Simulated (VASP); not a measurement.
A run of VASP 6.6.1 is set up as follows.

The input INCAR:

```
SYSTEM = BeGa2C2
PREC     = Accurate       ! precision mode
ENCUT    = 520            ! plane-wave cutoff, eV
EDIFF    = 1E-6           ! SCF threshold, eV
ISMEAR   = 0              ! smearing method
SIGMA    = 0.1            ! smearing width, eV
LREAL    = .FALSE.        ! projectors in reciprocal space
LASPH    = .TRUE.         ! aspherical terms in the spheres
NELM     = 100            ! most SCF steps
ALGO     = Fast           ! electronic algorithm
ISIF     = 2              ! what is computed and relaxed
LWAVE    = .FALSE.        ! write WAVECAR
LCHARG   = .FALSE.        ! write CHGCAR
GGA      = PE             ! functional
NBANDS   = 47             ! bands
```

The input KPOINTS:

```
Automatic mesh
0
G
  8 8 8
  0 0 0
```

POSCAR

```
BeGa2C2
1.0
    0.0000000000      4.5848010544      4.5848010544
    4.5848010544      0.0000000000      4.5848010544
    4.5848010544      4.5848010544      0.0000000000
Be Ga C
2 4 4
Direct
    0.2500000000      0.2500000000      0.2500000000
    0.0000000000      0.0000000000      0.0000000000
    0.1250000000      0.1250000000      0.1250000000
    0.1250000000      0.1250000000      0.6250000000
    0.1250000000      0.6250000000      0.1250000000
    0.6250000000      0.1250000000      0.1250000000
    0.6250000000      0.6250000000      0.6250000000
    0.6250000000      0.6250000000      0.1250000000
    0.6250000000      0.1250000000      0.6250000000
    0.1250000000      0.6250000000      0.6250000000
```

Potentials or basis: VASP PAW PBE potentials, release 64 (Be, Ga_d, C).

Launch:

```bash
$ cat potpaw_PBE.64/Be/POTCAR potpaw_PBE.64/Ga_d/POTCAR potpaw_PBE.64/C/POTCAR > POTCAR
$ mpirun -np 1 vasp_std > vasp.out
```

Estimate the pressure.

0.0 GPa.

Estimate the band gap on the k mesh.

none (metal or under the smearing width).
